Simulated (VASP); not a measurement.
Consider the following.

```yaml
crystal:
  lattice:
    - [3.89515, 0.00000, 0.00000]
    - [0.00000, 3.89515, 0.00000]
    - [0.00000, 0.00000, 3.89515]
  atoms:
    - { symbol: Ti, position: [0.00000, 0.00000, 0.00000] }
    - { symbol: Pt, position: [0.00000, 0.50000, 0.50000] }
    - { symbol: Pt, position: [0.50000, 0.00000, 0.50000] }
    - { symbol: Pt, position: [0.50000, 0.50000, 0.00000] }
```

All values below come from PBE GGA with D3 dispersion (zero damping), VASP's PBE PAW potentials (set 64) (plane waves; VASP). Run with 520 eV cut-off, Gaussian smearing of 0.050 eV, potentials Ti_sv Pt.

Unless said otherwise, spin-orbit coupling is left out, though it shifts the bands of the heavy elements here.

Question: Estimate the band gap (along the path) with the smallest direct gap where there is one.

Answer: 
The band gap (along the path) is none (metal, semimetal or under 0.01 eV).

The compound is Pt3Ti in the L1_2 structure. It was relaxed first.
